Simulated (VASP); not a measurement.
```xyz
4
Lattice="3.5375 0.0000 0.0000 -1.7688 3.0636 0.0000 0.0000 0.0000 10.4315" Properties=species:S:1:pos:R:3 pbc="T T T"
La     0.0000     0.0000     0.0000
La     0.0000     0.0000     5.2158
Al     0.0000     2.0424     2.6079
Al     1.7688     1.0212     7.8236
```

Level of theory: PBE GGA, VASP's PBE PAW potentials (set 64) (plane waves; VASP). Settings: 400 eV cut-off, Gaussian smearing of 0.050 eV, potentials La Al.

Task: Estimate the band gap (along the path) with the smallest direct gap where there is one.

Result: 
| Quantity | Result |
|---|---|
| band gap (along the path) | none (metal, semimetal or under 0.01 eV) |

The structure was generated: LaAl was put into the NiAs type type (P6_3/mmc), which need not be its known phase. It was relaxed first, which changed the volume by -34 %.
